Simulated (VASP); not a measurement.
Energy against volume of BAs (zinc blende). All values below come from AM05 GGA, VASP's PBE PAW potentials (set 64) (plane waves; VASP 6.6.1). Settings: 520 eV cut-off, 10×10×10 Γ-centred mesh, Gaussian smearing of 0.050 eV, potentials B As.

| V (Å³/atom) | E (eV/atom) |
|---|---|
| 12.796 | -5.92037 |
| 13.204 | -5.93862 |
| 13.612 | -5.94436 |
| 14.021 | -5.93937 |

Task: Fit these four points and predict the energy of the run at 14.429 Å³/atom.

Result: A cubic in V^(−2/3), the third-order Birch-Murnaghan form, passes through the four points with V0 = 13.62 Å³/atom and B0 = 140 GPa, and gives -5.9252 eV/atom there. The run gave -5.9252 eV/atom, +0.0 meV/atom from the fit; all five points give B0 = 140 GPa.

The compound is BAs in the zinc blende structure. It was relaxed first.
